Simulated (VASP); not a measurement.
```xyz
1
Lattice="-1.6509 1.6509 1.6261 1.6509 -1.6509 1.6261 1.6509 1.6509 -1.6261" Properties=species:S:1:pos:R:3 pbc="T T T"
Nb     0.0000     0.0000     0.0000
```

Computed with r2SCAN meta-GGA, VASP's PBE PAW potentials (set 64) (plane waves; VASP). Run with 480 eV cut-off, 14×14×14 Γ-centred mesh, first-order Methfessel-Paxton smearing of 0.10 eV, potentials Nb_sv.

Task: Give the stress tensor in GPa (positive for a compressed cell).

Result: 
```
2.32  0.00  0.00
0.00  2.32  0.00
0.00  0.00  4.26
```
The pressure is its mean diagonal, 2.97 GPa.

The compound is Nb in the bcc structure. This cell was strained or had an atom moved on purpose.
